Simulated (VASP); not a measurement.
Here is the system:

```
CELL_PARAMETERS angstrom
     -3.29275     3.29275     3.29275
      3.29275    -3.29275     3.29275
      3.29275     3.29275    -3.29275
ATOMIC_POSITIONS crystal
  Hf 0.87500 0.25000 0.12500
  Hf 0.75000 0.37500 0.62500
  Hf 0.62500 0.75000 0.37500
  Hf 0.25000 0.12500 0.87500
  Hf 0.12500 0.87500 0.25000
  Hf 0.37500 0.62500 0.75000
  N  0.50000 0.00000 0.63366
  N  0.00000 0.13366 0.50000
  N  0.86634 0.86634 0.86634
  N  0.13366 0.50000 0.00000
  N  0.00000 0.63366 0.50000
  N  0.50000 0.00000 0.13366
  N  0.63366 0.50000 0.00000
  N  0.36634 0.36634 0.36634
```

Level of theory: PBE0 hybrid, VASP's PBE PAW potentials (set 64) (plane waves; VASP). Run with LREAL = Auto, 400 eV cut-off, 3×3×3 Γ-centred mesh, Gaussian smearing of 0.010 eV, potentials Hf_pv N.

At this cut-off the stress carries a Pulay error, which pulls relaxed volumes low.

Question: Which forces act on the atoms, in eV/Å?

Answer: 
| atom | Fx | Fy | Fz |
|---|---|---|---|
| Hf1 | 0.000 | 0.000 | 0.000 |
| Hf2 | 0.000 | 0.000 | 0.000 |
| Hf3 | 0.000 | 0.000 | 0.000 |
| Hf4 | 0.000 | 0.000 | 0.000 |
| Hf5 | 0.000 | 0.000 | 0.000 |
| Hf6 | 0.000 | 0.000 | 0.000 |
| N7 | 0.116 | 0.116 | -0.116 |
| N8 | 0.116 | -0.116 | 0.116 |
| N9 | -0.116 | -0.116 | -0.116 |
| N10 | -0.116 | 0.116 | 0.116 |
| N11 | 0.116 | -0.116 | 0.116 |
| N12 | 0.116 | 0.116 | -0.116 |
| N13 | -0.116 | 0.116 | 0.116 |
| N14 | -0.116 | -0.116 | -0.116 |

Question: Give the stress tensor in GPa (positive for a compressed cell).

Answer: 
```
6.35  0.00  0.00
0.00  6.35  0.00
0.00  0.00  6.35
```
The pressure is its mean diagonal, 6.35 GPa.

The structure comes from a computed database's Hf3N4 entry, a phase known from measurement. The cell was not relaxed at this level. The k-mesh is coarse (spacing up to 0.45 per Å, 2π included), so the numbers may not be converged in it.
